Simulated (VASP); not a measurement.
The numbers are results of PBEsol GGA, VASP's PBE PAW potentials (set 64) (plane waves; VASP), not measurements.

Input for VASP

INCAR:
```
ALGO  =  Normal
EDIFF  =  1E-7
ENCUT  =  400
GGA  =  PS
ISIF  =  2
ISMEAR  =  -5
LASPH  =  T
LCHARG  =  T
LEFG  =  T
LMAXMIX  =  4
LORBIT  =  11
LREAL  =  F
LWAVE  =  F
NEDOS  =  601
NELM  =  100
PREC  =  Accurate
SYSTEM  =  Be3ZnSe4
```

File KPOINTS:
```
Automatic mesh
0
Gamma
8 8 2
0 0 0
```

**POSCAR**
```
Be3ZnSe4
1
    0.0000000000     2.6290311562     2.6290311562
    2.6290311562     0.0000000000     2.6290311562
   10.5471040139    10.5471040139    -0.0309793889
Zn Se Be
1 4 3
Direct
  0.0044341882   0.0044341882   0.9966743588
  0.2285800556   0.2285800556   0.0785649583
  0.2431530580   0.2431530580   0.3176352065
  0.2554961943   0.2554961943   0.5583778542
  0.2688782007   0.2688782007   0.7983413495
  0.9869778732   0.9869778732   0.2597665951
  0.0002029055   0.0002029055   0.4998478209
  0.0122775245   0.0122775245   0.7407918566
```

POTCAR, in this order: Zn Se Be (PBE.64 set). Program: vasp_std.

Output

OSZICAR:
```
       N       E                     dE             d eps       ncg     rms          rms(c)
DAV:   1     0.223943157680E+03    0.22394E+03   -0.15714E+04  1040   0.125E+03
DAV:   2    -0.132337494587E+02   -0.23718E+03   -0.23093E+03  1216   0.271E+02
DAV:   3    -0.352254995265E+02   -0.21992E+02   -0.21906E+02  1256   0.924E+01
DAV:   4    -0.356636304083E+02   -0.43813E+00   -0.43747E+00  1376   0.137E+01
DAV:   5    -0.356689502621E+02   -0.53199E-02   -0.53172E-02  1332   0.145E+00    0.809E+00
DAV:   6    -0.349701164815E+02    0.69883E+00   -0.16233E+00  1364   0.438E+01    0.568E+00
DAV:   7    -0.348705155048E+02    0.99601E-01   -0.12462E+00  1244   0.620E+00    0.174E+00
DAV:   8    -0.348664317720E+02    0.40837E-02   -0.47134E-02  1372   0.201E+00    0.535E-01
DAV:   9    -0.348650931720E+02    0.13386E-02   -0.17073E-02  1374   0.153E+00    0.154E-01
DAV:  10    -0.348650024487E+02    0.90723E-04   -0.18479E-03  1440   0.733E-01    0.822E-02
DAV:  11    -0.348650857413E+02   -0.83293E-04   -0.39359E-04  1292   0.151E-01    0.232E-02
DAV:  12    -0.348651058371E+02   -0.20096E-04   -0.52405E-05  1324   0.435E-02    0.114E-02
DAV:  13    -0.348651096523E+02   -0.38152E-05   -0.12182E-05  1486   0.547E-02    0.647E-03
DAV:  14    -0.348651096834E+02   -0.31140E-07   -0.52869E-06  1380   0.329E-02    0.229E-03
DAV:  15    -0.348651097020E+02   -0.18612E-07   -0.96814E-07  1428   0.109E-02
   1 F= -.34865110E+02 E0= -.34865110E+02  d E =0.000000E+00
```

### OUTCAR
```
------------------------ aborting loop because EDIFF is reached ----------------------------------------
  FORCE on cell =-STRESS in cart. coord.  units (eV):
  Direction    XX          YY          ZZ          XY          YZ          ZX
  --------------------------------------------------------------------------------------
  Total        0.0261502      0.0261502      0.0261502      0.0027324     -0.0027324     -0.0027324
  in kB        0.2869418      0.2869418      0.2869418      0.0299826     -0.0299826     -0.0299826
  external PRESSURE =       0.2869418 kB  Pullay stress =       0.0000000 kB
  volume of cell :      146.01
      direct lattice vectors                 reciprocal lattice vectors
     0.000000000  2.629031156  2.629031156    -0.189905230  0.190463028  0.189905230
     2.629031156  0.000000000  2.629031156     0.190463028 -0.189905230  0.189905230
    10.547104014 10.547104014 -0.030979389     0.047336858  0.047336858 -0.047336858
 POSITION                                       TOTAL-FORCE (eV/Angst)
 -----------------------------------------------------------------------------------
     10.52369     10.52369     -0.00756        -0.004491     -0.004491      0.004491
      1.42958      1.42958      1.19945         0.008355      0.008355     -0.008355
      3.98939      3.98939      1.26867         0.007475      0.007475     -0.007475
      6.56098      6.56098      1.32612         0.002783      0.002783     -0.002783
      9.12708      9.12708      1.38905         0.006149      0.006149     -0.006149
      5.33458      5.33458      5.18154        -0.007385     -0.007385      0.007385
      5.27248      5.27248     -0.01442        -0.001315     -0.001315      0.001315
      7.84549      7.84549      0.04161        -0.011572     -0.011572      0.011572
 -----------------------------------------------------------------------------------
    total drift:                               -0.000003     -0.000003      0.000103
  FREE ENERGIE OF THE ION-ELECTRON SYSTEM (eV)
  ---------------------------------------------------
  free  energy   TOTEN  =       -34.8651097020 eV

  energy  without entropy=      -34.8651097020  energy(sigma->0) =      -34.86510970

 total charge

# of ion       s       p       d       tot
------------------------------------------
    1        0.562   0.535   9.793  10.890
    2        1.433   2.497   0.040   3.970
    3        1.426   2.495   0.030   3.951
    4        1.426   2.494   0.030   3.950
    5        1.427   2.475   0.030   3.932
    6        0.370   0.579   0.000   0.949
    7        0.370   0.580   0.000   0.950
    8        0.370   0.580   0.000   0.950
--------------------------------------------------
tot          7.383  12.236   9.923  29.541

 Electric field gradients after diagonalization (V/A^2)
 (convention: |V_zz| > |V_xx| > |V_yy|)
----------------------------------------------------------------------
 ion       V_xx      V_yy      V_zz     asymmetry (V_yy - V_xx)/ V_zz
----------------------------------------------------------------------
   1      -0.902    -0.900     1.802       0.001
   2     -26.739   -26.738    53.476       0.000
   3       9.650     9.648   -19.298       0.000
   4       9.747     9.746   -19.493       0.000
   5      -9.786    -9.785    19.571       0.000
   6       0.023     0.022    -0.045       0.019
   7       0.310     0.310    -0.620       0.000
   8       0.261     0.261    -0.521       0.000
```
(Selected blocks of OUTCAR.)

The structure was generated: Be3ZnSe4 was put into an ordered model structure (R3m), which need not be its known phase. It was relaxed first.
